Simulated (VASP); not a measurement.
## InSb (space group F-43m): computed properties

Method: LDA (Ceperley-Alder, Perdew-Zunger), VASP's LDA PAW potentials (set 64) (plane waves; VASP 6.6.1).

| Item | Result |
|---|---|
| space group | F-43m (216) |
| cell | a = 6.455 Å, b = 6.455 Å, c = 6.455 Å, α = 90.00°, β = 90.00°, γ = 90.00° |
| volume per atom | 33.62 Å³/atom |
| band gap (over mesh and band path) | none (metal, semimetal or under 0.01 eV) |
| density | 5.84 g/cm³ |

Space group F-43m (No. 216); a = b = c = 6.455 Å, α = β = γ = 90.00°

```csv
atom,site,symmetry,x,y,z
In,4a,-43m,0.0000,0.0000,0.0000
Sb,4d,-43m,0.7500,0.7500,0.7500
```
(The calculation used a cell of 2 atoms; values per cell refer to that cell.)

Unless said otherwise, spin-orbit coupling is left out, though it shifts the bands of the heavy elements here.

The structure comes from a computed database's InSb entry (F-43m); how it stands against other phases isn't given here. It was relaxed first, which changed the volume by -8 %. Symmetry was kept, so distortions that lower it aren't found.
